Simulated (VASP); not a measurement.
Method: PBE GGA, VASP's PBE PAW potentials (set 64) (plane waves; VASP 6.6.1).

A VASP calculation is set up with these files.

INCAR:
```
SYSTEM = AlN
PREC = Accurate; ENCUT = 400; LREAL = F
LASPH = T
EDIFF = 1E-6; NELM = 100; ALGO = Normal
ISMEAR = 0; SIGMA = 0.01
GGA = PE
IBRION = 2; NSW = 50; ISIF = 3
EDIFFG = -0.01
LWAVE = F; LCHARG = F
```

**POSCAR**
```
AlN
1
    0.0000000000     2.1746040000     2.1746040000
    2.1746040000     0.0000000000     2.1746040000
    2.1746040000     2.1746040000     0.0000000000
Al N
1 1
Direct
  0.0000000000   0.0000000000   0.0000000000
  0.7500000000   0.7500000000   0.7500000000
```

File KPOINTS:
```
Automatic mesh
0
Gamma
9 9 9
0 0 0
```

POTCAR, in this order: Al N (PBE.64 set). Program: vasp_std.

The run wrote:

**OSZICAR**
```
       N       E                     dE             d eps       ncg     rms          rms(c)
DAV:   1     0.263741877073E+01    0.26374E+01   -0.36406E+03   632   0.655E+02
DAV:   2    -0.169410850816E+02   -0.19579E+02   -0.18856E+02   752   0.114E+02
DAV:   3    -0.172094198258E+02   -0.26833E+00   -0.26833E+00   696   0.165E+01
DAV:   4    -0.172100926407E+02   -0.67281E-03   -0.67281E-03   752   0.785E-01
DAV:   5    -0.172100945234E+02   -0.18827E-05   -0.18827E-05   688   0.326E-02    0.862E+00
DAV:   6    -0.148468427615E+02    0.23633E+01   -0.13321E+01   560   0.228E+01    0.302E+00
DAV:   7    -0.148346433569E+02    0.12199E-01   -0.98961E-02   624   0.320E+00    0.208E+00
DAV:   8    -0.148290409799E+02    0.56024E-02   -0.17369E-02   640   0.178E+00    0.403E-01
DAV:   9    -0.148288202708E+02    0.22071E-03   -0.62247E-04   776   0.182E-01    0.213E-01
DAV:  10    -0.148289287124E+02   -0.10844E-03   -0.22250E-04   600   0.131E-01    0.284E-02
DAV:  11    -0.148289282640E+02    0.44844E-06   -0.33180E-06   672   0.142E-02
   1 F= -.14828928E+02 E0= -.14828928E+02  d E =-.148289E+02
       N       E                     dE             d eps       ncg     rms          rms(c)
DAV:   1    -0.148547789210E+02   -0.25850E-01   -0.68472E-01   560   0.752E+00    0.113E+00
DAV:   2    -0.148281822316E+02    0.26597E-01   -0.15938E-01   576   0.257E+00    0.249E-01
DAV:   3    -0.148279282155E+02    0.25402E-03   -0.16106E-03   664   0.433E-01    0.968E-02
DAV:   4    -0.148277616323E+02    0.16658E-03   -0.82847E-05   704   0.759E-02    0.403E-02
DAV:   5    -0.148277394791E+02    0.22153E-04   -0.19173E-05   624   0.372E-02    0.199E-02
DAV:   6    -0.148277390516E+02    0.42745E-06   -0.19588E-07   328   0.451E-03
   2 F= -.14827739E+02 E0= -.14827739E+02  d E =0.118921E-02
       N       E                     dE             d eps       ncg     rms          rms(c)
DAV:   1    -0.148405289263E+02   -0.12789E-01   -0.19548E-01   560   0.407E+00    0.602E-01
DAV:   2    -0.148330136295E+02    0.75153E-02   -0.43997E-02   576   0.136E+00    0.138E-01
DAV:   3    -0.148329377973E+02    0.75832E-04   -0.50709E-04   664   0.241E-01    0.529E-02
DAV:   4    -0.148328928891E+02    0.44908E-04   -0.22523E-05   704   0.398E-02    0.235E-02
DAV:   5    -0.148328875638E+02    0.53253E-05   -0.58563E-06   616   0.209E-02    0.108E-02
DAV:   6    -0.148328877569E+02   -0.19312E-06   -0.54473E-08   304   0.243E-03
   3 F= -.14832888E+02 E0= -.14832888E+02  d E =-.395949E-02
```

File OUTCAR:
```
------------------------ aborting loop because EDIFF is reached ----------------------------------------
  FORCE on cell =-STRESS in cart. coord.  units (eV):
  Direction    XX          YY          ZZ          XY          YZ          ZX
  --------------------------------------------------------------------------------------
  Total       -0.0010287     -0.0010287     -0.0010287      0.0000000     -0.0000000     -0.0000000
  in kB       -0.0788368     -0.0788368     -0.0788368      0.0000000     -0.0000000     -0.0000000
  external PRESSURE =      -0.0788368 kB  Pullay stress =       0.0000000 kB
  volume of cell :       20.91
      direct lattice vectors                 reciprocal lattice vectors
    -0.000000000  2.186496257  2.186496257    -0.228676358  0.228676358  0.228676358
     2.186496257  0.000000000  2.186496257     0.228676358 -0.228676358  0.228676358
     2.186496257  2.186496257  0.000000000     0.228676358  0.228676358 -0.228676358
  FREE ENERGIE OF THE ION-ELECTRON SYSTEM (eV)
  ---------------------------------------------------
  free  energy   TOTEN  =       -14.8328877569 eV

  energy  without entropy=      -14.8328877569  energy(sigma->0) =      -14.83288776

 reached required accuracy - stopping structural energy minimisation
```
(Selected blocks of OUTCAR.)

### CONTCAR
```
AlN
   1.00000000000000
    -0.0000000000000000    2.1864962566441233    2.1864962566441233
     2.1864962566441233    0.0000000000000000    2.1864962566441233
     2.1864962566441233    2.1864962566441233    0.0000000000000000
  Al              N
     1     1
Direct
     0.0000000000000000    0.0000000000000000    0.0000000000000000
     0.7500000000000000    0.7500000000000000    0.7500000000000000
```

At this cut-off the stress carries a Pulay error, which pulls relaxed volumes low.

The structure comes from a computed database's AlN entry; how it stands against other phases isn't given here. This run relaxes it. Symmetry was kept, so distortions that lower it aren't found. The run is one of a series of settings (EDIFFG = -0.01, IBRION = 2, ISIF = 3, NSW = 50 against the base run), some of them coarse on purpose.
